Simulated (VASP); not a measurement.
Energy against volume of HfB2 (AlB2 type). These are RPBE GGA, VASP's PBE PAW potentials (set 64) (plane waves; VASP 6.6.1) values and carry that method's errors. Numerical set-up: 520 eV cut-off, 11×11×9 Γ-centred mesh, first-order Methfessel-Paxton smearing of 0.10 eV, potentials Hf_pv B.

Shape and ions are relaxed at each volume.

```
V (Å³/atom)  E (eV/atom)
-----------  -----------
9.501           -8.40051
9.804           -8.42380
10.108          -8.43110
10.411          -8.42461
```

Task: Fit these four points and predict the energy of the run at 10.714 Å³/atom.

Result: A cubic in V^(−2/3), the third-order Birch-Murnaghan form, passes through the four points with V0 = 10.11 Å³/atom and B0 = 242 GPa, and gives -8.4063 eV/atom there. The run gave -8.4063 eV/atom, +0.0 meV/atom from the fit; all five points give B0 = 242 GPa.

The compound is HfB2 in the AlB2 type structure. It was relaxed first.
